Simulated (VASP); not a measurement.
An input for Quantum ESPRESSO's pw.x (written as the equivalent of a VASP run, and not itself run):

```
&CONTROL
  calculation = 'scf'
  pseudo_dir = './pseudo'
  outdir = './out'
  tprnfor = .true.
  tstress = .true.
/
&SYSTEM
  ibrav = 0
  nat = 3
  ntyp = 2
  ecutwfc = 84
  occupations = 'smearing'
  smearing = 'gaussian'
  degauss = 0.000735
  input_dft = 'pbe'
/
&ELECTRONS
  conv_thr = 7.3e-08
  electron_maxstep = 100
/
ATOMIC_SPECIES
  Pb 207.200 Pb.upf
  F 18.998 F.upf
CELL_PARAMETERS angstrom
     0.0000000    3.0035020    3.0035020
     3.0035020    0.0000000    3.0035020
     3.0035020    3.0035020    0.0000000
ATOMIC_POSITIONS crystal
  Pb   0.0000000  0.0000000  0.0000000
  F    0.7500000  0.7500000  0.7500000
  F    0.2500000  0.2500000  0.2500000
K_POINTS automatic
  4 4 4 1 1 1
```

Q: Write the VASP files for the same calculation (PBE).

A: Several could match; the one computed here: 
POSCAR:
```
PbF2
1
    0.0000000000     3.0035020000     3.0035020000
    3.0035020000     0.0000000000     3.0035020000
    3.0035020000     3.0035020000     0.0000000000
Pb F
1 2
Direct
  0.0000000000   0.0000000000   0.0000000000
  0.7500000000   0.7500000000   0.7500000000
  0.2500000000   0.2500000000   0.2500000000
```

KPOINTS:
```
Automatic
0
gamma
4 4 4
0.5 0.5 0.5
```

### INCAR
```
# general
SYSTEM =PbF2
PREC   =Accurate
ENCUT  =200
LREAL  =.FALSE.   # projection in real space or not
LASPH  =.TRUE.

# electronic loop
EDIFF  =1E-6   # SCF stop (eV)
NELM   =100
ALGO   =Normal   # blocked Davidson
LMAXMIX=4

# smearing
ISMEAR =0   # Gaussian
SIGMA  =0.01

# functional
GGA    =PE   # PBE

# ions
ISIF   =2   # forces and stress, cell fixed

# output
LWAVE  =.FALSE.
LCHARG =.FALSE.
```

POTCAR, in this order: Pb_d F (PBE.64 set). Program: vasp_std.

What does not carry over: the potentials are each code's own (VASP's PAW set, PseudoDojo norm-conserving files in pw.x), so ENCUT and ecutwfc are chosen apart and not converted; conv_thr bounds pw.x's estimated SCF error, while EDIFF bounds the energy change between steps.

The structure comes from a computed database's PbF2 entry; how it stands against other phases isn't given here. The cell was not relaxed at this level. The k-mesh is coarse (spacing up to 0.45 per Å, 2π included), so the numbers may not be converged in it. The run is one of a series of settings (ENCUT = 200, KPOINTS 4×4×4 Γ-centred mesh shifted by (0.5, 0.5, 0.5) against the base run), some of them coarse on purpose.
